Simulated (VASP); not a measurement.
Method: PBE GGA, VASP's PBE PAW potentials (set 64) (plane waves; VASP 6.6.1).

Input for VASP

KPOINTS:
```
K-points
0
G
 13 13 8
```

POSCAR:
```
Be
1
    1.1679000000    -2.0228620000     0.0000000000
    1.1679000000     2.0228620000     0.0000000000
    0.0000000000     0.0000000000     3.6516000000
Be
2
Direct
  0.3333330000   0.6666670000   0.2500000000
  0.6666670000   0.3333330000   0.7500000000
```

### INCAR
```
GGA  =  PE   ! PBE
PREC  =  Accurate
ISIF  =  2
EDIFF  =  1E-6   ! SCF stop (eV)
ALGO  =  Normal
ENCUT  =  400   ! plane-wave cut-off (eV)
NELM  =  100   ! most electronic steps
LWAVE  =  .FALSE.
LASPH  =  .TRUE.   ! aspherical one-centre terms
LREAL  =  .FALSE.   ! projection in real space or not
SIGMA  =  0.1
LCHARG  =  .FALSE.
SYSTEM  =  Be
ISMEAR  =  1
```

POTCAR, in this order: Be (PBE.64 set). Program: vasp_std.

The resulting files:

File OUTCAR:
```
 ion  position               nearest neighbor table
   1  0.333  0.667  0.250-   2 2.27   2 2.27   2 2.27   2 2.27   2 2.27   2 2.27
   2  0.667  0.333  0.750-   1 2.27   1 2.27   1 2.27   1 2.27   1 2.27   1 2.27
  LATTYP: Found a hexagonal cell.
 ALAT       =     2.3357998804
 C/A-ratio  =     1.5633188574
 Subroutine PRICEL returns:
 Original cell was already a primitive cell.
 Subroutine GETGRP returns: Found 24 space group operations
The static configuration has the point symmetry D_3d.
 The point group associated with its full space group is D_6h.
The dynamic configuration has the point symmetry D_3d.
 Subroutine INISYM returns: Found 24 space group operations
 Subroutine IBZKPT returns following result:
 Found    105 irreducible k-points:

 Following reciprocal coordinates:
            Coordinates               Weight
  0.000000  0.000000  0.000000      1.000000
  0.076923 -0.000000  0.000000      6.000000
  0.153846 -0.000000  0.000000      6.000000
  0.230769 -0.000000  0.000000      6.000000
  0.307692 -0.000000  0.000000      6.000000
  0.384615 -0.000000  0.000000      6.000000
  0.461538 -0.000000  0.000000      6.000000
...
```

**OSZICAR**
```
       N       E                     dE             d eps       ncg     rms          rms(c)
DAV:   1    -0.432950733774E+01   -0.43295E+01   -0.15151E+03  1290   0.439E+02
DAV:   2    -0.752009177820E+01   -0.31906E+01   -0.31320E+01  2004   0.497E+01
DAV:   3    -0.753853339428E+01   -0.18442E-01   -0.18442E-01  1596   0.349E+00
DAV:   4    -0.753855330361E+01   -0.19909E-04   -0.19909E-04  1938   0.116E-01
DAV:   5    -0.753855331105E+01   -0.74350E-08   -0.79888E-08  1554   0.112E-03    0.112E+00
DAV:   6    -0.750305807822E+01    0.35495E-01   -0.40603E-03  1482   0.864E-01    0.687E-01
DAV:   7    -0.748779657913E+01    0.15261E-01   -0.48836E-03  1512   0.918E-01    0.228E-02
DAV:   8    -0.748777628612E+01    0.20293E-04   -0.12124E-05  1872   0.425E-02    0.787E-03
DAV:   9    -0.748777616736E+01    0.11876E-06   -0.21145E-06  1572   0.186E-02
   1 F= -.74877762E+01 E0= -.74876958E+01  d E =-.241140E-03
```

**OUTCAR**
```
------------------------ aborting loop because EDIFF is reached ----------------------------------------
  FORCE on cell =-STRESS in cart. coord.  units (eV):
  Direction    XX          YY          ZZ          XY          YZ          ZX
  --------------------------------------------------------------------------------------
  Total       -0.9482233     -0.9482231     -1.0345535      0.0000000     -0.0000000      0.0000000
  in kB      -88.0513631    -88.0513511    -96.0679323      0.0000000     -0.0000000      0.0000000
  external PRESSURE =     -90.7235488 kB  Pullay stress =       0.0000000 kB
  volume of cell :       17.25
      direct lattice vectors                 reciprocal lattice vectors
     1.167900000 -2.022862000  0.000000000     0.428118846 -0.247174548  0.000000000
     1.167900000  2.022862000  0.000000000     0.428118846  0.247174548  0.000000000
     0.000000000  0.000000000  3.651600000     0.000000000  0.000000000  0.273852558
 POSITION                                       TOTAL-FORCE (eV/Angst)
 -----------------------------------------------------------------------------------
      1.16790      0.67429      0.91290         0.000000     -0.000000      0.000000
      1.16790     -0.67429      2.73870        -0.000000      0.000000      0.000000
 -----------------------------------------------------------------------------------
    total drift:                                0.000000     -0.000003      0.000005
  FREE ENERGIE OF THE ION-ELECTRON SYSTEM (eV)
  ---------------------------------------------------
  free  energy   TOTEN  =        -7.4877761674 eV

  energy  without entropy=       -7.4875350271  energy(sigma->0) =       -7.48769579
```
(Selected blocks of OUTCAR.)

The compound is Be in the hcp structure. The cell was not relaxed at this level.
